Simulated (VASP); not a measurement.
```yaml
crystal:
  lattice:
    - [4.50280, 0.00000, 0.00000]
    - [0.00000, 4.50280, 0.00000]
    - [0.00000, 0.00000, 3.00503]
  atoms:
    - { symbol: Mg, position: [0.00000, 0.00000, 0.00000] }
    - { symbol: Mg, position: [0.50000, 0.50000, 0.50000] }
    - { symbol: H, position: [0.30422, 0.30422, 0.00000] }
    - { symbol: H, position: [0.80422, 0.19578, 0.50000] }
    - { symbol: H, position: [0.19578, 0.80422, 0.50000] }
    - { symbol: H, position: [0.69578, 0.69578, 0.00000] }
```

All values below come from PBE GGA, VASP's PBE PAW potentials (set 64) (plane waves; VASP). Settings: 400 eV cut-off, 5×5×7 Γ-centred mesh, Gaussian smearing of 0.010 eV, potentials Mg H.

Question: Give the electronic dielectric tensor ε∞ (DFPT, local fields included).

Answer: 
```
3.91  0.00  0.00
0.00  3.91  0.00
0.00  0.00  3.95
```

Question: Give the Born effective charges.

Answer: 
| atom | Z*xx | Z*yy | Z*zz | mean |
|---|---|---|---|---|
| Mg1 | 1.86 | 1.86 | 1.95 | 1.89 |
| Mg2 | 1.86 | 1.86 | 1.95 | 1.89 |
| H3 | -0.93 | -0.93 | -0.98 | -0.95 |
| H4 | -0.93 | -0.93 | -0.98 | -0.95 |
| H5 | -0.93 | -0.93 | -0.98 | -0.95 |
| H6 | -0.93 | -0.93 | -0.98 | -0.95 |

Question: And the static tensor with the ions free?

Answer: 
```
11.2  0.00  0.00
0.00  11.2  0.00
0.00  0.00  8.37
```

Question: Which frequencies do the optical Γ-point modes have (no LO-TO splitting)?

Answer: 184, 280, 300 (×2), 521 (×2), 786, 868, 979 (×2), 1124, 1201 (×2), 1300, 1488 cm⁻¹.

The compound is MgH2 in the rutile structure. It was relaxed first.
